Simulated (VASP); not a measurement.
# MnIn11As12 (a cell with a defect) in VASP: further runs, part 2 of 2

VASP 6.6.1. The steps go on from the part before.

### Step 4. Relaxation of the atoms, PBEsol+U, collinear spin, ferromagnetic start (atoms moved at random, drawn with an rms of 0.05 Å)

Input file INCAR:

```
SYSTEM = MnIn11As12
ALGO = Normal
EDIFF = 1E-5
EDIFFG = -0.03
ENCUT = 350
GGA = PS
IBRION = 2
ISIF = 2
ISMEAR = 0
ISPIN = 2
ISYM = 0
KPAR = 2
LASPH = .TRUE.
LCHARG = .FALSE.
LDAU = .TRUE.
LDAUJ = 0 0 0
LDAUL = 2 -1 -1
LDAUPRINT = 1
LDAUTYPE = 2
LDAUU = 3.5 0 0
LMAXMIX = 4
LORBIT = 11
LREAL = Auto
LWAVE = .FALSE.
MAGMOM = 2 0 0 0 0 0 0 0 0 0 0 0 0 0 0 0 0 0 0 0 0 0 0 0
NELM = 120
NSW = 60
NUPDOWN = 2
PREC = Accurate
SIGMA = 0.03
```

Input file KPOINTS:

```
k-points
0
G
  2 2 2
  0 0 0
```

Input file POSCAR:

```
MnIn11As12
1.0
    0.0000000000      9.0870000000      9.0870000000
    6.0580000000      0.0000000000      6.0580000000
    6.0580000000      6.0580000000      0.0000000000
Mn In As
1 11 12
Direct
    0.0022370000      0.0011960000     -0.0021620000
   -0.0024800000     -0.0004530000      0.4978930000
    0.0032460000      0.4968840000     -0.0005270000
    0.0002790000      0.5011660000      0.4973710000
    0.3382170000     -0.0054790000     -0.0045120000
    0.3369470000     -0.0032320000      0.4938250000
    0.3367370000      0.5034000000     -0.0053470000
    0.3336680000      0.4941040000      0.5040250000
    0.6661090000      0.0090940000     -0.0008890000
    0.6627030000      0.0026370000      0.5033540000
    0.6677320000      0.4998800000      0.0007970000
    0.6642920000      0.4990720000      0.5019660000
    0.0823640000      0.1204730000      0.1314070000
    0.0859360000      0.1259860000      0.6264810000
    0.0882370000      0.6261660000      0.1213070000
    0.0802790000      0.6290120000      0.6227900000
    0.4121850000      0.1300080000      0.1217720000
    0.4163560000      0.1308380000      0.6246950000
    0.4165870000      0.6225850000      0.1281020000
    0.4225340000      0.6185240000      0.6213400000
    0.7499060000      0.1212360000      0.1325600000
    0.7563130000      0.1194990000      0.6254490000
    0.7497650000      0.6226370000      0.1269980000
    0.7507350000      0.6305650000      0.6217130000
```

Potentials or basis: VASP PAW PBE potentials, release 64 (Mn_pv, In_d, As).

On the command line:

```sh
> cat potpaw_PBE.64/Mn_pv/POTCAR potpaw_PBE.64/In_d/POTCAR potpaw_PBE.64/As/POTCAR > POTCAR
> mpirun -np 4 vasp_std > vasp.out
```

OUTCAR:

```text
SYSTEM = MnIn11As12
   EDIFF = 1E-5
   EDIFFG = -0.03
   ENCUT = 350
   GGA = PS
   IBRION = 2
   ISIF = 2
   ISMEAR = 0
   ISPIN = 2
   ISYM = 0
   LASPH = .TRUE.
   LORBIT = 11
   LREAL = Auto
   NELM = 120
   NSW = 60
   NUPDOWN = 2
   PREC = Accurate

 ion  position               nearest neighbor table
   1  0.002  0.001  0.998-  14 2.60  13 2.61  15 2.62  21 2.65
   2  0.998  1.000  0.498-  22 2.53  13 2.56  16 2.59  14 2.71
   3  0.003  0.497  0.999-  13 2.63  16 2.64  15 2.65  23 2.66
   4  0.000  0.501  0.497-  16 2.61  24 2.62  14 2.63  15 2.63
   5  0.338  0.995  0.995-  18 2.60  19 2.60  17 2.61  13 2.69
   6  0.337  0.997  0.494-  17 2.60  14 2.64  20 2.65  18 2.69
[... 16 lines left out ...]
  23  0.750  0.623  0.127-  11 2.60  12 2.62   3 2.66   9 2.70
  24  0.751  0.631  0.622-  10 2.60   4 2.62  11 2.65  12 2.67

IMPORTANT INFORMATION: All symmetrisations will be switched off!
NOSYMM: (Re-)initialisation of all symmetry stuff for point group C_1.

----------------------------------------------------------------------------------------

                                     Primitive cell

  volume of cell :     666.9742

  direct lattice vectors                    reciprocal lattice vectors
     0.000000000  9.087000000  9.087000000    -0.055023660  0.055023660  0.055023660
     6.058000000  0.000000000  6.058000000     0.082535490 -0.082535490  0.082535490
     6.058000000  6.058000000  0.000000000     0.082535490  0.082535490 -0.082535490

  length of vectors
    12.850958641  8.567305761  8.567305761     0.095303775  0.142955663  0.142955663

  position of ions in fractional coordinates (direct lattice)
     0.002237000  0.001196000  0.997838000
     0.997520000  0.999547000  0.497893000
     0.003246000  0.496884000  0.999473000
     0.000279000  0.501166000  0.497371000
     0.338217000  0.994521000  0.995488000
     0.336947000  0.996768000  0.493825000
[... 16 lines left out ...]
     0.749765000  0.622637000  0.126998000
     0.750735000  0.630565000  0.621713000

[... 456 lines left out ...]
  o =  0.9215  v = -0.0317  0.0029  0.8429  0.0397  0.5356  0.0000  0.0000  0.0000  0.0000  0.0000      0.0000  0.0000  0.0000  0.0000  0.0000  0.0000  0.0000  0.0000  0.0000  0.0000
  o =  0.9217  v =  0.0093  0.0737 -0.5349  0.0044  0.8416  0.0000  0.0000  0.0000  0.0000  0.0000      0.0000  0.0000  0.0000  0.0000  0.0000  0.0000  0.0000  0.0000  0.0000  0.0000

--------------------------------------- Ionic step       15  -------------------------------------------

 number of electron     215.9999963 magnetization       1.9999994

 Free energy of the ion-electron system (eV)
  ---------------------------------------------------
  ext. energy  EPLUGINS =         0.00000000
  ---------------------------------------------------
  free energy    TOTEN  =      -103.79720581 eV

  energy without entropy =     -103.79336877  energy(sigma->0) =     -103.79528729

 E-fermi :   5.2733     XC(G=0):  -9.2317

 val. band max:        5.2726299237   @ k =   0.0000   0.0000   0.5000
 cond. band min:       3.7371615476   @ k =   0.5000   0.5000   0.5000
 fundamental gap:     -1.5354683762
 Fermi energy:         3.7206187271

 spin component 1

 k-point     1 :       0.0000    0.0000    0.0000
  band No.  band energies     occupation
      1     -46.3708      1.00000
      2     -46.3686      1.00000
      3     -46.3317      1.00000
      4     -10.3097      1.00000
      5     -10.2945      1.00000
      6     -10.2940      1.00000
[... 973 lines left out ...]
    119       6.7959      0.00000
    120       6.8268      0.00000
 Fermi energy:         5.2733136216

 spin component 2

 k-point     1 :       0.0000    0.0000    0.0000
  band No.  band energies     occupation
      1     -41.9384      1.00000
      2     -41.9331      1.00000
      3     -41.9067      1.00000
      4     -10.3266      1.00000
      5     -10.3126      1.00000
      6     -10.3122      1.00000
[... 973 lines left out ...]
    119       7.1326      0.00000
    120       7.2572      0.00000
 [bands above 120 left out]

------------------------ aborting loop because EDIFF is reached ----------------------------------------

  FORCE on cell =-STRESS in cart. coord.  units (eV):
  Direction    XX          YY          ZZ          XY          YZ          ZX
  --------------------------------------------------------------------------------------
  -------------------------------------------------------------------------------------
  Total        3.0174172      2.8556250      2.8951017      0.8254042     -0.5127719      0.8281401
  in kB        7.2483120      6.8596617      6.9544910      1.9827510     -1.2317589      1.9893230
  external PRESSURE =       7.0208216 kB  Pullay stress =       0.0000000 kB
[... 39 lines left out ...]
  FREE ENERGIE OF THE ION-ELECTRON SYSTEM (eV)
  ---------------------------------------------------
  free  energy   TOTEN  =      -103.7972058050 eV

  energy  without entropy=     -103.7933687660  energy(sigma->0) =     -103.79528729

 reached required accuracy - stopping structural energy minimisation

 total charge

# of ion       s       p       d       tot
------------------------------------------
    1        0.311   6.217   4.875  11.404
    2        0.859   0.709   9.881  11.449
    3        0.859   0.708   9.881  11.448
    4        0.861   0.712   9.882  11.455
    5        0.862   0.716   9.881  11.459
    6        0.860   0.725   9.883  11.468
[... 16 lines left out ...]
   23        1.233   1.546   0.022   2.801
   24        1.232   1.550   0.023   2.804
--------------------------------------------------
tot         24.569  32.609 113.844 171.022

 magnetization (x)

# of ion       s       p       d       tot
------------------------------------------
    1        0.040   0.030   4.139   4.208
    2       -0.012  -0.008  -0.006  -0.026
    3       -0.012  -0.008  -0.006  -0.026
    4       -0.015  -0.009  -0.006  -0.029
    5       -0.018  -0.012  -0.007  -0.037
    6       -0.020  -0.010  -0.006  -0.036
[... 16 lines left out ...]
   23       -0.016  -0.043  -0.001  -0.060
   24       -0.015  -0.039  -0.002  -0.056
--------------------------------------------------
tot         -0.322  -0.976   4.074   2.776
```

Wall time 32 min (4 MPI ranks of Intel Xeon 6975P-C (Granite Rapids), shared host); peak memory 0.62 GiB.

What came out:

```yaml
Free_energy: -103.7972 eV
Energy_gained_by_relaxing: 13.0 meV/atom
Ionic_steps: 15
Pressure_after_relaxing: 0.7 GPa
Largest_force_after_relaxing: 0.026 eV/Å
Net_moment: 2.00 μB per cell
Site_moments: Mn +4.21; In -0.03, -0.04; As -0.14, -0.04, -0.09, -0.06, -0.05 μB
Valence_electrons_inside_the_program's_atomic_spheres: Mn 11.40; In 11.45, 11.46, 11.47, 11.48; As 2.78, 2.81, 2.79, 2.80
```

Forces in eV/Å, atoms in the order of the input:
```
Mn   0.003 -0.004  0.005
In   0.003 -0.008  0.001
In  -0.001 -0.005 -0.002
In   0.005  0.006  0.002
In   0.001  0.004  0.008
In   0.006  0.007 -0.004
In   0.001 -0.002 -0.003
In  -0.012  0.012  0.020
In  -0.005 -0.004 -0.006
In  -0.009 -0.006  0.008
In   0.000 -0.002 -0.012
In   0.008 -0.014 -0.010
As  -0.009  0.008  0.015
As   0.000  0.012 -0.004
As  -0.007  0.008  0.002
As  -0.003  0.009 -0.002
As   0.010  0.005  0.000
As   0.001 -0.005  0.004
As  -0.004 -0.001 -0.003
As   0.004  0.004 -0.001
As  -0.003 -0.005  0.000
As  -0.002 -0.008 -0.008
As   0.005 -0.008 -0.005
As   0.008 -0.004 -0.005
```

Stress tensor (GPa, compression positive):
```
 0.72  0.20  0.20
 0.20  0.69 -0.12
 0.20 -0.12  0.70
```

The path:
| step | energy change (eV) | largest force (eV/Å) | pressure (GPa) |
| --- | --- | --- | --- |
| 1 | 0.0000 | 0.8224 | 0.98 |
| 2 | -0.2129 | 0.5158 | 0.81 |
| 3 | -0.2574 | 0.3068 | 0.77 |
| 4 | -0.2849 | 0.1797 | 0.73 |
| 5 | -0.2987 | 0.1214 | 0.69 |
| 6 | -0.3051 | 0.0622 | 0.69 |
| 7 | -0.3064 | 0.0604 | 0.68 |
| 8 | -0.3064 | 0.0624 | 0.68 |
| 9 | -0.3083 | 0.0447 | 0.69 |
| 10 | -0.3091 | 0.0325 | 0.68 |
| 11 | -0.3092 | 0.0567 | 0.70 |
| 12 | -0.3094 | 0.0376 | 0.68 |
| 13 | -0.3107 | 0.0320 | 0.69 |
| 14 | -0.3113 | 0.0406 | 0.70 |
| 15 | -0.3123 | 0.0256 | 0.70 |

Final structure:
```
Mn In As
1.0
     0.00000    9.08700    9.08700
     6.05800    0.00000    6.05800
     6.05800    6.05800    0.00000
Mn In As
1 11 12
Direct
  0.00090 0.00074 0.99949
  0.00049 0.99957 0.50077
  0.00098 0.49997 0.99952
  0.00029 0.50063 0.49872
  0.33438 0.99763 0.99856
  0.33176 0.99973 0.50099
  0.33202 0.50395 0.99819
  0.33358 0.49922 0.50028
  0.66773 0.00138 0.00209
  0.66839 0.00008 0.49847
  0.66968 0.49673 0.99988
  0.66777 0.49981 0.49995
  0.08202 0.11978 0.12061
  0.08090 0.12149 0.63715
  0.08105 0.63877 0.11969
  0.08456 0.62433 0.62399
  0.41528 0.12724 0.12472
  0.41785 0.12414 0.62280
  0.41885 0.62199 0.12498
  0.41772 0.62477 0.62330
  0.76228 0.11888 0.12052
  0.75049 0.12538 0.62582
  0.75096 0.62500 0.12542
  0.75097 0.62461 0.62450
```

Eigenvalues of the final occupation matrices:
```csv
site,spin,trace,eigenvalues
site 1 d,1,4.52,0.89 0.89 0.90 0.92 0.92
site 1 d,2,0.37,0.02 0.02 0.10 0.10 0.12
```

Caveat: the k mesh is coarse (spacing up to 0.45 Å⁻¹), so the values aren't converged; the PAW data sets were made with another functional, which shifts forces and pressure a little; the total moment is fixed, so each spin has its own Fermi level; only a ferromagnetic start was run, and an antiferromagnetic order may lie lower in energy; the U is typed as a test and isn't derived for this compound.

### Step 5. Single point, PBEsol+U, collinear spin, ferromagnetic start

Edit INCAR of step 4 so:

```diff
@@ -3,6 +3,4 @@
 EDIFF = 1E-5
-EDIFFG = -0.03
 ENCUT = 350
 GGA = PS
-IBRION = 2
 ISIF = 2
@@ -26,4 +24,2 @@
 NELM = 120
-NSW = 60
-NUPDOWN = 2
 PREC = Accurate
```

KPOINTS is that of step 4.

Input file POSCAR:

```
MnIn11As12                              
1.0
    0.0000000000      9.0870000000      9.0870000000
    6.0580000000      0.0000000000      6.0580000000
    6.0580000000      6.0580000000      0.0000000000
  Mn              In              As            
     1    11    12
Direct
     0.0008969422211931    0.0007395117716602    0.9994948036153082
     0.0004917169128393    0.9995660033640139    0.5007679333801714
     0.0009819245543049    0.4999677909334548    0.9995181028267052
     0.0002865227767489    0.5006349014086956    0.4987205452357735
     0.3343794526154434    0.9976290731672161    0.9985568774272454
     0.3317581296600011    0.9997319957611788    0.5009912901968777
     0.3320187758579257    0.5039543539129034    0.9981860117601161
     0.3335754422296450    0.4992170422309375    0.5002768191861414
     0.6677322100322364    0.0013802562195787    0.0020926101921206
     0.6683894488512340    0.0000751984085574    0.4984746351604398
     0.6696812527899868    0.4967263939622704    0.9998846924213630
     0.6677674726461017    0.4998052254820116    0.4999540358580226
     0.0820227642372011    0.1197782684665312    0.1206065912953868
     0.0809039474896837    0.1214872867125849    0.6371498871833314
     0.0810453890171844    0.6387663580435146    0.1196900749681616
     0.0845605941765153    0.6243333303058979    0.6239869890815246
     0.4152756036993264    0.1272375282301476    0.1247183809067815
     0.4178453038271950    0.1241407867049639    0.6228019671967989
     0.4188536065266479    0.6219884014125339    0.1249844471517141
     0.4177174963207895    0.6247732255513121    0.6233003108305859
     0.7622792322088970    0.1188750847951739    0.1205159897442681
     0.7504893661472346    0.1253796399927915    0.6258183811525531
     0.7509629007544472    0.6249962613669156    0.1254187094640904
     0.7509685044472133    0.6246140817951348    0.6244979137645356
```

On the command line:

```sh
> cat potpaw_PBE.64/Mn_pv/POTCAR potpaw_PBE.64/In_d/POTCAR potpaw_PBE.64/As/POTCAR > POTCAR
> mpirun -np 4 vasp_std > vasp.out
```

Wall time 5.4 min (4 MPI ranks of Intel Xeon 6975P-C (Granite Rapids), shared host); peak memory 0.61 GiB.

The run converged. Its results:

| Property | Result |
| --- | --- |
| Free energy | -104.9262 eV |
| Pressure | 0.1 GPa |
| Largest force | 0.246 eV/Å |
| Band gap on the k mesh | none (metal or under the smearing width) |
| Net moment | 4.38 μB per cell |
| Site moments | Mn +4.32; In +0.01, +0.00; As -0.07, -0.01, +0.00, -0.03 μB |
| Valence electrons inside the program's atomic spheres | Mn 11.41; In 11.45, 11.44, 11.46, 11.47; As 2.79, 2.81, 2.80 |

Forces in eV/Å, atoms in the order of the input:
```
Mn  -0.038  0.020  0.032
In  -0.015 -0.050  0.236
In  -0.015  0.230 -0.039
In  -0.245  0.011  0.005
In   0.189 -0.086 -0.079
In   0.065 -0.175 -0.037
In   0.058 -0.034 -0.189
In  -0.048  0.000  0.009
In   0.186 -0.012 -0.012
In  -0.064 -0.175  0.080
In  -0.049  0.068 -0.182
In  -0.002 -0.042 -0.037
As   0.093  0.096  0.104
As  -0.055 -0.052  0.054
As  -0.068  0.066 -0.064
As   0.053 -0.019 -0.033
As  -0.137  0.090  0.081
As  -0.002  0.090  0.020
As  -0.008  0.014  0.091
As  -0.016  0.039  0.034
As   0.115 -0.114 -0.108
As  -0.034  0.051 -0.046
As  -0.027 -0.046  0.051
As   0.064  0.029  0.028
```

Stress tensor (GPa, compression positive):
```
 0.13  0.09  0.08
 0.09  0.13 -0.05
 0.08 -0.05  0.14
```

Levels at points of the mesh, in eV from the Fermi level:
Spin up:
```
           k point  band 108  band 109  band 110  band 111  band 112  band 113
(0.00, 0.00, 0.00)     -0.34     -0.01      0.38      0.45      0.45      1.06
(0.50, 0.00, 0.00)     -0.13     -0.13      0.28      0.28      1.06      1.13
(0.00, 0.50, 0.00)     -0.40     -0.38     -0.04      0.01      1.33      1.51
(0.00, 0.00, 0.50)     -0.40     -0.38     -0.03      0.01      1.33      1.51
(0.50, 0.00, 0.50)     -0.84     -0.53     -0.49     -0.12      2.35      2.35
(0.50, 0.50, 0.00)     -0.84     -0.52     -0.49     -0.12      2.35      2.36
(0.00, 0.50, 0.50)     -0.80     -0.47     -0.33      0.01      1.80      1.89
(0.50, 0.50, 0.50)     -0.59     -0.53     -0.23     -0.15      1.93      1.99
```
Spin down:
```csv
k point,band 103,band 104,band 105,band 106,band 107,band 108,band 109,band 110
"(0.00, 0.00, 0.00)",-0.60,-0.03,0.01,0.01,0.03,1.06,1.14,1.19
"(0.50, 0.00, 0.00)",-0.36,-0.35,-0.15,-0.14,1.00,1.14,1.26,1.58
"(0.00, 0.50, 0.00)",-0.55,-0.54,-0.41,-0.40,1.31,1.54,1.92,2.07
"(0.00, 0.00, 0.50)",-0.55,-0.54,-0.41,-0.40,1.30,1.53,1.91,2.07
"(0.50, 0.00, 0.50)",-0.90,-0.89,-0.63,-0.57,1.80,2.01,2.21,2.23
"(0.50, 0.50, 0.00)",-0.90,-0.89,-0.63,-0.57,1.81,2.01,2.21,2.24
"(0.00, 0.50, 0.50)",-0.89,-0.85,-0.51,-0.38,1.66,1.81,1.96,2.13
"(0.50, 0.50, 0.50)",-0.72,-0.70,-0.58,-0.56,1.64,1.97,2.10,2.15
```

Eigenvalues of the final occupation matrices:
| site | spin | trace | eigenvalues |
| --- | --- | --- | --- |
| site 1 d | 1 | 4.56 | 0.90 0.90 0.92 0.92 0.92 |
| site 1 d | 2 | 0.32 | 0.02 0.02 0.09 0.09 0.10 |

Caveat: the k mesh is coarse (spacing up to 0.45 Å⁻¹), so the values aren't converged; the PAW data sets were made with another functional, which shifts forces and pressure a little; only a ferromagnetic start was run, and an antiferromagnetic order may lie lower in energy; the U is typed as a test and isn't derived for this compound.

### Step 6. Single point, PBEsol+U, collinear spin, ferromagnetic start

Edit INCAR of step 5 so:

```diff
@@ -17,3 +17,3 @@
 LDAUTYPE = 2
-LDAUU = 3.5 0 0
+LDAUU = 5.5 0 0
 LMAXMIX = 4
@@ -24,2 +24,3 @@
 NELM = 120
+NUPDOWN = 2
 PREC = Accurate
```

KPOINTS is that of step 5.

POSCAR is that of step 5.

Potentials or basis: VASP PAW PBE potentials, release 64 (Mn_pv, In_d, As).

On the command line:

```sh
> cat potpaw_PBE.64/Mn_pv/POTCAR potpaw_PBE.64/In_d/POTCAR potpaw_PBE.64/As/POTCAR > POTCAR
> mpirun -np 4 vasp_std > vasp.out
```

It took 5.6 min on 4 MPI ranks of Intel Xeon 6975P-C (Granite Rapids), shared host; peak memory 0.61 GiB.

Results (log left out):

```yaml
Free_energy: -103.1152 eV
Pressure: 0.9 GPa
Largest_force: 0.284 eV/Å
Net_moment: 2.00 μB per cell
Site_moments: Mn +4.41; In -0.03, -0.04; As -0.16, -0.15, -0.04, -0.09, -0.07, -0.06, -0.14 μB
Valence_electrons_inside_the_program's_atomic_spheres: Mn 11.39; In 11.45, 11.46, 11.47, 11.48; As 2.78, 2.79, 2.81, 2.80
```

Forces on the atoms (eV/Å):
```
Mn  -0.007 -0.007  0.011
In   0.017 -0.011  0.043
In   0.015  0.036 -0.004
In  -0.037 -0.002 -0.004
In   0.041 -0.014 -0.007
In   0.030 -0.029 -0.022
In   0.021 -0.020 -0.041
In  -0.005  0.006  0.015
In   0.040 -0.001 -0.003
In  -0.017 -0.049  0.013
In  -0.004  0.000 -0.052
In   0.025 -0.021 -0.017
As   0.136  0.173  0.179
As  -0.161 -0.135  0.153
As  -0.169  0.167 -0.149
As  -0.012  0.012  0.001
As  -0.015  0.017  0.013
As  -0.011  0.015  0.013
As  -0.015  0.010  0.014
As  -0.011  0.016  0.011
As   0.151 -0.162 -0.166
As  -0.010  0.001 -0.006
As  -0.002 -0.007  0.004
As   0.000  0.004  0.001
```

Stress tensor (GPa, compression positive):
```
 0.93  0.22  0.21
 0.22  0.84 -0.13
 0.21 -0.13  0.86
```

Eigenvalues of the final occupation matrices:
```tsv
site	spin	trace	eigenvalues
site 1 d	1	4.61	0.91 0.91 0.92 0.93 0.93
site 1 d	2	0.26	0.02 0.02 0.07 0.07 0.08
```

Caveat: the k mesh is coarse (spacing up to 0.45 Å⁻¹), so the values aren't converged; the PAW data sets were made with another functional, which shifts forces and pressure a little; the total moment is fixed, so each spin has its own Fermi level; only a ferromagnetic start was run, and an antiferromagnetic order may lie lower in energy; the U is typed as a test and isn't derived for this compound. The state reached can hang on the start; a lower one may exist.

### Step 7. Overview

| task | spin | U | fixed moment (μB) | cell | k mesh | mesh quality | pressure (GPa) | moment (μB) | largest force (eV/Å) |
| --- | --- | --- | --- | --- | --- | --- | --- | --- | --- |
| single point | collinear, zero start | Mn d U = 3.5 eV | 0 | as given | 2 × 3 × 3 | not flagged | -1.1 | 0.00 | 0.05 |
| single point | collinear, ferromagnetic start | Mn d U = 3.5 eV | 4 | as given | 2 × 2 × 2 | coarse | 0.0 | 4.00 | 1.35 |
| relaxation of the atoms | collinear, ferromagnetic start | Mn d U = 3.5 eV | 2 | atoms relaxed from: atoms moved at random, drawn with an rms of 0.05 Å | 2 × 2 × 2 | coarse | 0.7 | 2.00 | 0.03 |
| single point | collinear, ferromagnetic start | Mn d U = 3.5 eV | - | as given | 2 × 2 × 2 | coarse | 0.1 | 4.38 | 0.25 |
| single point | collinear, ferromagnetic start | Mn d U = 5.5 eV | 2 | as given | 2 × 2 × 2 | coarse | 0.9 | 2.00 | 0.28 |

Alike in all rows: level PBEsol+U; potentials or basis VASP PAW PBE potentials, release 64 (Mn_pv, In_d, As); cutoff (eV) 350; smearing gaussian 0.03 eV.

Caveats: some runs use coarse meshes; the PAW data sets were made with another functional, which shifts forces and pressure a little; the U is typed as a test and isn't derived for this compound; the total moment is fixed, so each spin has its own Fermi level (some runs).

Absolute energies hang on the potentials; compare differences alone.
